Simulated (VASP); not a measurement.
Data:

```xyz
3
Lattice="0.0000 2.6613 2.6613 2.6613 0.0000 2.6613 2.6613 2.6613 0.0000" Properties=species:S:1:pos:R:3 pbc="T T T"
Co     0.0000     0.0000     0.0000
Si     1.3307     1.3307     1.3307
Si     3.9920     3.9920     3.9920
```

Computed with revPBE GGA, VASP's PBE PAW potentials (set 64) (plane waves; VASP). Run with 520 eV cut-off, 10×10×10 Γ-centred mesh, first-order Methfessel-Paxton smearing of 0.10 eV, potentials Co Si.

Task: Give the stress tensor in GPa (positive for a compressed cell).

Result: 
```
5.71  0.00  0.00
0.00  5.71  0.00
0.00  0.00  5.71
```
The pressure is its mean diagonal, 5.71 GPa.

The compound is CoSi2 in the fluorite structure. This cell is one point of a volume scan, at 0.97 of the reference volume. The run is not spin-polarised, so no magnetic state was tried. The electron count is odd and the run is not spin-polarised, which forces a metal.
